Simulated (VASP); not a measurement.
VASP ran on this input.

File POSCAR:
```
NiAl
1
    2.8900000000     0.0000000000     0.0000000000
    0.0000000000     2.8900000000     0.0000000000
    0.0000000000     0.0000000000     2.8900000000
Al Ni
1 1
Direct
  0.5000000000   0.5000000000   0.5000000000
  0.0000000000   0.0000000000   0.0000000000
```

**INCAR**
```
SYSTEM = NiAl
PREC = Accurate
ENCUT = 400
EDIFF = 1E-6
NELM = 100
ALGO = Normal
LREAL = .FALSE.
LASPH = .TRUE.
ISMEAR = 1
SIGMA = 0.1
GGA = PE
LMAXMIX = 4
LWAVE = .FALSE.
LCHARG = .FALSE.
ISIF = 2
NBANDS = 4
```

KPOINTS:
```
Automatic mesh
0
Gamma
10 10 10
0 0 0
```

POTCAR, in this order: Al Ni (PBE.64 set). Program: vasp_std.

Output

File standard output:
```
 POSCAR found type information on POSCAR AlNi
 POSCAR found :  2 types and       2 ions
 Reading from existing POTCAR
 Reading from existing POTCAR
 LDA part: xc-table for (Slater+PW92), standard interpolation

 -----------------------------------------------------------------------------
|                                                                             |
|     EEEEEEE  RRRRRR   RRRRRR   OOOOOOO  RRRRRR      ###     ###     ###     |
|     E        R     R  R     R  O     O  R     R     ###     ###     ###     |
|     E        R     R  R     R  O     O  R     R     ###     ###     ###     |
|     EEEEE    RRRRRR   RRRRRR   O     O  RRRRRR       #       #       #      |
|     E        R   R    R   R    O     O  R   R                               |
|     E        R    R   R    R   O     O  R    R      ###     ###     ###     |
|     EEEEEEE  R     R  R     R  OOOOOOO  R     R     ###     ###     ###     |
|                                                                             |
|     The number of bands is not sufficient to hold all electrons. I am       |
|     sorry, but this calculation does not make sense. If you want to         |
|     calculate only selected states, you need to set either EFERMI or        |
|     EREF. EREF specifies around which energy states are supposed to be      |
|     calculated.                                                             |
|     I found NBANDS = 4, NELECT = 13.                                        |
|                                                                             |
|       ---->  I REFUSE TO CONTINUE WITH THIS SICK JOB ... BYE!!! <----       |
|                                                                             |
 -----------------------------------------------------------------------------
```

Read the log: what went wrong, and how is it fixed?

The cause: NBANDS is too small to hold all electrons. VASP stops with an error: The number of bands is not sufficient to hold all electrons. I am sorry, but this calculation does not make sense. If you want to calculate only selected states, you need to set either EFERMI or EREF. EREF specifies around which energy states are supposed to be calculated. I found NBANDS = 4, NELECT = 13. ----> I REFUSE TO CONTINUE WITH THIS SICK JOB ... BYE!!! <---- To mend it, remove NBANDS.

The mended run (PBE GGA, plane waves, VASP's PBE PAW potentials (set 64)) converges, and its OSZICAR ends with
```
   1 F= -.10543939E+02 E0= -.10543895E+02  d E =-.131544E-03
```

The compound is NiAl in the CsCl type structure. The cell was not relaxed at this level. The run is not spin-polarised, so no magnetic state was tried. The electron count is odd and the run is not spin-polarised, which forces a metal.
